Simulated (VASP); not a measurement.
Method: r2SCAN meta-GGA, VASP's PBE PAW potentials (set 64) (plane waves; VASP).

Input for VASP

POSCAR:
```
Ta
1
   -1.6525692560     1.6525692560     1.6525692560
    1.6525692560    -1.6525692560     1.6525692560
    1.6525692560     1.6525692560    -1.6525692560
Ta
1
Direct
  0.0000000000   0.0000000000   0.0000000000
```

**INCAR**
```
! general
SYSTEM   =  Ta
PREC     =  Accurate
ENCUT    =  400   ! plane-wave cut-off (eV)
LREAL    =  .FALSE.
LASPH    =  .TRUE.   ! aspherical one-centre terms

! electronic loop
EDIFF    =  1E-8   ! SCF stop (eV)
NELM     =  100   ! most electronic steps
ALGO     =  Normal   ! blocked Davidson
LMAXMIX  =  6   ! l cut-off of mixed one-centre charges
LMIXTAU  =  .TRUE.

! smearing
ISMEAR   =  1
SIGMA    =  0.1

! functional
METAGGA  =  R2SCAN

! ions
IBRION   =  1   ! quasi-Newton
NSW      =  30
ISIF     =  2   ! forces and stress, cell fixed
EDIFFG   =  -0.001   ! ionic stop

! output
LWAVE    =  .FALSE.
LCHARG   =  .FALSE.
```

KPOINTS:
```
Automatic mesh
0
Gamma
 14 14 14
0 0 0
```

POTCAR, in this order: Ta_pv (PBE.64 set). Program: vasp_std.

What VASP printed:

OSZICAR:
```
       N       E                     dE             d eps       ncg     rms          rms(c)
DAV:   1    -0.195725545688E+01   -0.19573E+01   -0.58746E+03  1888   0.983E+02
DAV:   2    -0.513206390715E+02   -0.49363E+02   -0.48510E+02  2449   0.224E+02
DAV:   3    -0.519005830424E+02   -0.57994E+00   -0.57123E+00  2231   0.242E+01
DAV:   4    -0.519053336365E+02   -0.47506E-02   -0.47591E-02  2307   0.166E+00
DAV:   5    -0.519053850447E+02   -0.51408E-04   -0.51407E-04  2174   0.115E-01    0.143E+01
DAV:   6    -0.481060440599E+02    0.37993E+01   -0.13964E+00  1927   0.164E+01    0.565E+00
DAV:   7    -0.486781105666E+02   -0.57207E+00   -0.23310E-01  1887   0.601E+00    0.178E+00
DAV:   8    -0.482408138953E+02    0.43730E+00   -0.34446E-01  1909   0.713E+00    0.769E-01
DAV:   9    -0.485551389684E+02   -0.31433E+00   -0.49861E-02  1907   0.208E+00    0.373E-01
DAV:  10    -0.485815831676E+02   -0.26444E-01   -0.50284E-03  1909   0.796E-01    0.320E-01
DAV:  11    -0.485871286758E+02   -0.55455E-02   -0.59924E-03  1905   0.906E-01    0.617E-02
DAV:  12    -0.485870777067E+02    0.50969E-04   -0.69832E-04  1898   0.288E-01    0.543E-02
DAV:  13    -0.485870977289E+02   -0.20022E-04   -0.62747E-05  2077   0.985E-02    0.229E-02
DAV:  14    -0.485870955974E+02    0.21315E-05   -0.25998E-06  2328   0.216E-02    0.163E-02
DAV:  15    -0.485870964876E+02   -0.89016E-06   -0.11354E-07  2106   0.440E-03    0.137E-02
DAV:  16    -0.485870949499E+02    0.15376E-05   -0.39350E-06  1955   0.262E-02    0.167E-03
DAV:  17    -0.485870958606E+02   -0.91062E-06   -0.87970E-08  1969   0.436E-03    0.297E-04
DAV:  18    -0.485870957180E+02    0.14258E-06   -0.39716E-09   989   0.847E-04    0.322E-04
DAV:  19    -0.485870959533E+02   -0.23529E-06   -0.74380E-09   963   0.123E-03    0.605E-05
DAV:  20    -0.485870959105E+02    0.42726E-07   -0.76417E-10   954   0.375E-04    0.948E-05
DAV:  21    -0.485870959223E+02   -0.11751E-07   -0.85944E-11   954   0.124E-04    0.559E-05
DAV:  22    -0.485870959164E+02    0.58926E-08   -0.13586E-11   951   0.497E-05
   1 F= -.48587096E+02 E0= -.48587196E+02  d E =-.485871E+02
```

File OUTCAR:
```
------------------------ aborting loop because EDIFF is reached ----------------------------------------
  FORCE on cell =-STRESS in cart. coord.  units (eV):
  Direction    XX          YY          ZZ          XY          YZ          ZX
  --------------------------------------------------------------------------------------
  Total        0.0024193      0.0024193      0.0024193      0.0000000     -0.0000000      0.0000000
  in kB        0.2147146      0.2147146      0.2147146      0.0000000     -0.0000000      0.0000000
  external PRESSURE =       0.2147146 kB  Pullay stress =       0.0000000 kB
  volume of cell :       18.05
      direct lattice vectors                 reciprocal lattice vectors
    -1.652569256  1.652569256  1.652569256     0.000000000  0.302559181  0.302559181
     1.652569256 -1.652569256  1.652569256     0.302559181  0.000000000  0.302559181
     1.652569256  1.652569256 -1.652569256     0.302559181  0.302559181  0.000000000
 POSITION                                       TOTAL-FORCE (eV/Angst)
 -----------------------------------------------------------------------------------
      0.00000      0.00000      0.00000        -0.000000     -0.000000     -0.000000
 -----------------------------------------------------------------------------------
    total drift:                                0.000000     -0.000000      0.000000
  FREE ENERGIE OF THE ION-ELECTRON SYSTEM (eV)
  ---------------------------------------------------
  free  energy   TOTEN  =       -48.5870959164 eV

  energy  without entropy=      -48.5873961370  energy(sigma->0) =      -48.58719599

 reached required accuracy - stopping structural energy minimisation
```
(Selected blocks of OUTCAR.)

The compound is Ta in the bcc structure. It was relaxed first. The start is the result of an earlier pass.
